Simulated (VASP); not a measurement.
An input for Ansatz (written as the equivalent of a VASP run, and not itself run):

Ansatz 0.2 input:
```yaml
crystal:
  lattice:
    - [-3.2486617, 3.2486617, 1.5324916]
    - [3.2486617, -3.2486617, 1.5324916]
    - [3.2486617, 3.2486617, -1.5324916]
  atoms:
    - { symbol: Te, position: [0.7500000, 0.2500000, 0.5000000] }
    - { symbol: Te, position: [0.0000000, 0.0000000, 0.0000000] }
kpoints:
  mp_grid: { grid: [12, 12, 12] }
hamiltonian:
  xc: r2scan
  pseudopotentials: { kind: paw }
scf:
  occupations: { method: methfessel_paxton, width: 0.1 }
  max_iter: 100
relax:
  max_steps: 60
  f_tol: 0.01
  cell: {}
output: { forces: true, stress: true, eigenvalues: true }
```

Q: Translate this input to VASP (INCAR, KPOINTS, POSCAR, choice of POTCAR).

A: This is not unique; one that fits is 
### KPOINTS
```
Regular mesh
0
G
  12 12 12
```

**INCAR**
```
SYSTEM = Te
PREC = Accurate
ENCUT = 400
EDIFF = 1E-6
NELM = 100
ALGO = Normal
LREAL = .FALSE.
LASPH = .TRUE.
ISMEAR = 1
SIGMA = 0.1
METAGGA = R2SCAN
LMIXTAU = .TRUE.
LMAXMIX = 4
LWAVE = .FALSE.
LCHARG = .FALSE.
IBRION = 2
ISIF = 3
NSW = 60
EDIFFG = -0.01
```

POSCAR:
```
Te
1
   -3.2486616516     3.2486616516     1.5324916390
    3.2486616516    -3.2486616516     1.5324916390
    3.2486616516     3.2486616516    -1.5324916390
Te
2
Direct
  0.7500000000   0.2500000000   0.5000000000
  0.0000000000   0.0000000000   0.0000000000
```

POTCAR, in this order: Te (PBE.64 set). Program: vasp_std.

What does not carry over: each code has its own PAW files, so the cut-off isn't converted (ENCUT is set for VASP's; basis.ecutwfc is left out, and Ansatz then takes the one that its files recommend); Ansatz stops its SCF on the density residual and VASP on the energy change (EDIFF).

The structure was generated: Te was put into the beta-Sn type (I4_1/amd), which need not be its known phase. This run relaxes it. Symmetry was kept, so distortions that lower it aren't found. The start is the result of an earlier pass.
